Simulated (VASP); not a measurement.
Consider the following.

```yaml
crystal:
  lattice:
    - [0.00000, 3.27203, 3.27203]
    - [3.27203, 0.00000, 3.27203]
    - [3.27203, 3.27203, 0.00000]
  atoms:
    - { symbol: Hg, position: [0.00000, 0.00000, 0.00000] }
    - { symbol: Te, position: [0.25000, 0.25000, 0.25000] }
```

Computed with AM05 GGA, VASP's PBE PAW potentials (set 64) (plane waves; VASP). Run with 520 eV cut-off, 11×11×11 Γ-centred mesh, tetrahedra with Blöchl corrections, potentials Hg Te.

Unless said otherwise, spin-orbit coupling is left out, though it shifts the bands of the heavy elements here.

Task: Predict the energy per atom (σ→0), band gap (on the k-mesh) with the smallest direct gap where there is one.

Result: 
| Item | Value |
|---|---|
| band gap (on the k-mesh) | none (metal, semimetal or under 0.01 eV) |
| energy per atom (σ→0) | -1.925 eV/atom |

The absolute energy has meaning only against runs of the same code, potentials and settings.

The compound is HgTe in the zinc blende structure. It was relaxed first.
